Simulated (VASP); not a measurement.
Energy against volume of InSb (zinc blende). Level of theory: PBE GGA with D3 dispersion (zero damping), VASP's PBE PAW potentials (set 64) (plane waves; VASP 6.6.1). Settings: 520 eV cut-off, 10×10×10 Γ-centred mesh, first-order Methfessel-Paxton smearing of 0.10 eV, potentials In_d Sb.

```tsv
V (Å³/atom)	E (eV/atom)
33.391	-3.67636
34.457	-3.69079
35.522	-3.69542
36.588	-3.69181
```

Question: Fit these four points and predict the energy of the run at 37.654 Å³/atom.

Answer: A cubic in V^(−2/3), the third-order Birch-Murnaghan form, passes through the four points with V0 = 35.56 Å³/atom and B0 = 41 GPa, and gives -3.6813 eV/atom there. The run gave -3.6813 eV/atom, +0.0 meV/atom from the fit; all five points give B0 = 41 GPa.

The compound is InSb in the zinc blende structure. It was relaxed first.
